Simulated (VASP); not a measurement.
Consider the following.

```
CELL_PARAMETERS angstrom
      1.77057    -3.06672     0.00000
      1.77057     3.06672     0.00000
      0.00000     0.00000     4.69143
ATOMIC_POSITIONS crystal
  Pt 0.00000 0.00000 0.00000
  S  0.33333 0.66667 0.25480
  S  0.66667 0.33333 0.74520
```

All values below come from PBE GGA with D4 dispersion, VASP's PBE PAW potentials (set 64) (plane waves; VASP 6.6.1). Settings: 520 eV cut-off, 7×7×5 Γ-centred mesh, Gaussian smearing of 0.050 eV, potentials Pt S.

**Question.** The ions and cell shape at fixed volume are relaxed. Predict the relaxed structure.

**Answer.** 
```
CELL_PARAMETERS angstrom
      1.78782    -3.09659     0.00000
      1.78782     3.09659     0.00000
      0.00000     0.00000     4.60134
ATOMIC_POSITIONS crystal
  Pt 0.00000 0.00000 0.00000
  S  0.33333 0.66667 0.26176
  S  0.66667 0.33333 0.73824
```
Space group P-3m1 (164), at a tolerance of 0.03 Å.

**Question.** How much energy does the relaxation gain?

**Answer.** The energy (σ→0) changes by -6.4 meV/atom, in 6 ionic steps.

The compound is PtS2 in the 1T layered structure. This cell is one point of a volume scan, at 0.97 of the reference volume. Symmetry was kept, so distortions that lower it aren't found.
